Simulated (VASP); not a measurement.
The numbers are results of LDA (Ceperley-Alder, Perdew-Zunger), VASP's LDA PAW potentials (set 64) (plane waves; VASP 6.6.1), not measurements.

The input files of a VASP run:

POSCAR:
```
ZnS
1.0
  3.8861320000   0.0000000000   0.0000000000
 -1.9430660000   3.3654890000   0.0000000000
  0.0000000000   0.0000000000  31.7870480000
Zn S
10 10
Cart
  1.9430679431   1.1218285448   6.3574096000
 -0.0000019431   2.2436604552  22.2509336000
  0.0000000000   0.0000000000  25.4296384000
  0.0000000000   0.0000000000   9.5361144000
  1.9430679431   1.1218285448  28.6083432000
 -0.0000019431   2.2436604552  12.7148192000
 -0.0000019431   2.2436604552   3.1818835048
  1.9430679431   1.1218285448  19.0754075048
  0.0000000000   0.0000000000   0.0031787048
  0.0000000000   0.0000000000  15.8967027048
  1.9430679431   1.1218285448   8.7382594952
 -0.0000019431   2.2436604552  24.6317834952
  0.0000000000   0.0000000000   2.3840286000
  0.0000000000   0.0000000000  18.2775526000
  1.9430679431   1.1218285448  21.4562574000
 -0.0000019431   2.2436604552   5.5627334000
  0.0000000000   0.0000000000  27.8104882952
  0.0000000000   0.0000000000  11.9169642952
 -0.0000019431   2.2436604552  15.1020265048
  1.9430679431   1.1218285448  30.9955505048
```

**INCAR**
```
! general
SYSTEM  = ZnS
PREC    = Accurate
ENCUT   = 300
LREAL   = Auto
LASPH   = T

! electronic loop
EDIFF   = 1E-6
NELM    = 100
ALGO    = Normal
LMAXMIX = 4

! smearing
ISMEAR  = 0
SIGMA   = 0.05

! ions
ISIF    = 2

! output
LWAVE   = F
LCHARG  = F
```

KPOINTS:
```
Regular mesh
0
Gamma
  5 5 1
```

POTCAR, in this order: Zn S (LDA.64 set). Program: vasp_std.

The resulting files:

OSZICAR:
```
       N       E                     dE             d eps       ncg     rms          rms(c)
DAV:   1     0.125021220251E+04    0.12502E+04   -0.58168E+04  1080   0.134E+03
DAV:   2     0.117897523107E+03   -0.11323E+04   -0.10822E+04  1080   0.357E+02
DAV:   3    -0.737248544814E+02   -0.19162E+03   -0.18776E+03  1200   0.140E+02
DAV:   4    -0.848790632455E+02   -0.11154E+02   -0.11074E+02  1228   0.352E+01
DAV:   5    -0.851214334042E+02   -0.24237E+00   -0.24187E+00  1256   0.520E+00    0.205E+01
DAV:   6    -0.808860267136E+02    0.42354E+01   -0.88326E+00  1608   0.405E+01    0.155E+01
DAV:   7    -0.812360301942E+02   -0.35000E+00   -0.12940E+01  1232   0.878E+00    0.468E+00
DAV:   8    -0.808997621491E+02    0.33627E+00   -0.12570E+00  1384   0.582E+00    0.139E+00
DAV:   9    -0.808890880172E+02    0.10674E-01   -0.26897E-01  1368   0.302E+00    0.570E-01
DAV:  10    -0.808894974669E+02   -0.40945E-03   -0.10926E-02  1288   0.114E+00    0.399E-01
DAV:  11    -0.808896341109E+02   -0.13664E-03   -0.13415E-03  1272   0.205E-01    0.335E-01
DAV:  12    -0.808898486585E+02   -0.21455E-03   -0.67394E-04  1400   0.219E-01    0.155E-01
DAV:  13    -0.808897040619E+02    0.14460E-03   -0.48163E-04  1448   0.212E-01    0.513E-02
DAV:  14    -0.808897095823E+02   -0.55204E-05   -0.63677E-05  1192   0.328E-02    0.347E-02
DAV:  15    -0.808897098298E+02   -0.24745E-06   -0.12721E-06   760   0.133E-02
   1 F= -.80889710E+02 E0= -.80889710E+02  d E =-.157269E-11
```

OUTCAR:
```
------------------------ aborting loop because EDIFF is reached ----------------------------------------
  FORCE on cell =-STRESS in cart. coord.  units (eV):
  Direction    XX          YY          ZZ          XY          YZ          ZX
  --------------------------------------------------------------------------------------
  Total      -19.5311148    -19.5311144    -20.1745109      0.0000000      0.0000000      0.0000000
  in kB      -75.2699614    -75.2699599    -77.7495126      0.0000000      0.0000000      0.0000000
  external PRESSURE =     -76.0964780 kB  Pullay stress =       0.0000000 kB
  volume of cell :      415.73
      direct lattice vectors                 reciprocal lattice vectors
     3.886132000  0.000000000  0.000000000     0.257325279  0.148566820  0.000000000
    -1.943066000  3.365489000  0.000000000     0.000000000  0.297133641  0.000000000
     0.000000000  0.000000000 31.787048000     0.000000000  0.000000000  0.031459354
  FREE ENERGIE OF THE ION-ELECTRON SYSTEM (eV)
  ---------------------------------------------------
  free  energy   TOTEN  =       -80.8897098298 eV

  energy  without entropy=      -80.8897098298  energy(sigma->0) =      -80.88970983
```
(Selected blocks of OUTCAR.)

At this cut-off the stress carries a Pulay error, which pulls relaxed volumes low.

The structure comes from a computed database's ZnS entry; how it stands against other phases isn't given here. The cell was not relaxed at this level. The run is one of a series of settings (GGA removed, POTCAR Zn S (LDA.64 set) against the base run), some of them coarse on purpose.
